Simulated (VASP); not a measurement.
Input:

```xyz
1
Lattice="0.0000 1.7668 1.7668 1.7668 0.0000 1.7668 1.7668 1.7668 0.0000" Properties=species:S:1:pos:R:3 pbc="T T T"
Cu     0.0000     0.0000     0.0000
```

Level of theory: r2SCAN+rVV10, VASP's PBE PAW potentials (set 64) (plane waves; VASP). Settings: 520 eV cut-off, 17×17×17 Γ-centred mesh, first-order Methfessel-Paxton smearing of 0.10 eV, potentials Cu.

Problem. Give the stress tensor in GPa (positive for a compressed cell).

Solution. 
```
5.13  0.00  0.00
0.00  5.13  0.00
0.00  0.00  5.13
```
The pressure is its mean diagonal, 5.13 GPa.

The compound is Cu in the fcc structure. This cell is one point of a volume scan, at 0.97 of the reference volume.
